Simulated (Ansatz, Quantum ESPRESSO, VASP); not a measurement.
**CaBr: 3 runs at one level of theory**

```xyz
4
Lattice="4.0841 0.0000 0.0000 -2.0421 3.5370 0.0000 0.0000 0.0000 9.6721" Properties=species:S:1:pos:R:3 pbc="T T T"
Br    2.0539    1.2487    5.1734
Br   -0.0018    2.3493    0.3444
Ca    2.0787    1.1751    8.1751
Ca   -0.0144    2.3741    3.2734
```

The cell comes from a database or a generator and needn't be the stable form of this composition.

Atoms were shifted at random by some hundredths of an Å from the given cell, which wasn't relaxed again for these runs.

Alike in all runs: task single point; functional PBE; k mesh 8 × 8 × 3; occupations fermi-dirac, width 0.05 eV; no spin polarisation; no spin-orbit coupling. Pressure is positive in compression and, in plane waves, holds the error of the finite cutoff, which Ansatz's Pulay term estimates and takes out.

| program and potentials | plane-wave cutoff (eV) | notes | pressure (GPa) | largest force (eV/Å) | energy over the undisturbed cell (meV/atom) |
| --- | --- | --- | --- | --- | --- |
| Ansatz, Ansatz PAW | 420 | - | 0.58 | 0.301 | 2.23 |
| Quantum ESPRESSO, SSSP 1.3 efficiency PBE | 748 | - | 0.57 | 0.299 | 2.23 |
| VASP, PBE PAW files Br, Ca_sv, 520 eV | 520 | - | 0.64 | 0.308 | - |

Force on atom 3 (Ca), eV/Å:

| program and potentials | x | y | z |
| --- | --- | --- | --- |
| Ansatz, Ansatz PAW | -0.034 | -0.001 | -0.299 |
| Quantum ESPRESSO, SSSP 1.3 efficiency PBE | -0.034 | -0.001 | -0.297 |
| VASP, PBE PAW files Br, Ca_sv, 520 eV | -0.035 | -0.002 | -0.306 |

The pressure spans 0.57 (Quantum ESPRESSO, SSSP 1.3 efficiency PBE) to 0.64 GPa (VASP, PBE PAW files Br, Ca_sv, 520 eV).

The functional is the same throughout but for its coding, so the spread measures potentials, basis and numerics; runs on potential files found faulty are left out.
